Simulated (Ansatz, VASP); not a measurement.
## One calculation of ZnBr, two programs

```
Zn Br
1.0
     4.91863    0.00000    0.00000
    -2.45932    4.25966    0.00000
     0.00000    0.00000    4.98648
Zn Br
1 1
Direct
  0.00000 0.00000 0.50000
  0.00000 0.00000 0.00000
```

The cell was built by a generator and needn't be a form met in nature.

Alike in both runs: task single point; functional HSE(alpha, omega); k mesh 3 × 3 × 3; occupations fermi-dirac, width 0.05 eV; no spin polarisation.

|  | VASP | Ansatz |
| --- | --- | --- |
| version | VASP 6.6.1 | Ansatz 0.2.0 |
| potentials or method | VASP PAW PBE potentials, release 64 (Zn, Br) | Ansatz PAW |
| plane-wave cutoff (eV) | 520 | 420 |
| valence electrons in the cell | 19 | 19 |

VASP gave:

```
gap on the k mesh at the Fermi level (eV)       : none
pressure (GPa)                                  : -0.1
largest component of the traceless stress (GPa) : 0.37
```

What did Ansatz give for the same quantities?

gap on the k mesh at the Fermi level (eV): none; pressure (GPa): -0.1; largest component of the traceless stress (GPa): 0.34.

A gap of «none» marks a metal or a gap that the smearing closes. The functional is the same, so the differences come from potentials, cutoffs and numerics.

Caveats: the k mesh is coarse (spacing up to 0.49 Å⁻¹), so the values aren't converged, least of all with exact exchange; an odd number of electrons without spin polarisation forces a metal; a magnetic or distorted state may lie lower; the PAW data sets were made with another functional, which shifts forces and pressure a little (VASP); the PAW data sets come from PBE, with cores solved anew for the run's functional, which leaves a small shift of forces and pressure (Ansatz); the thresholds are loose for stress (Ansatz).
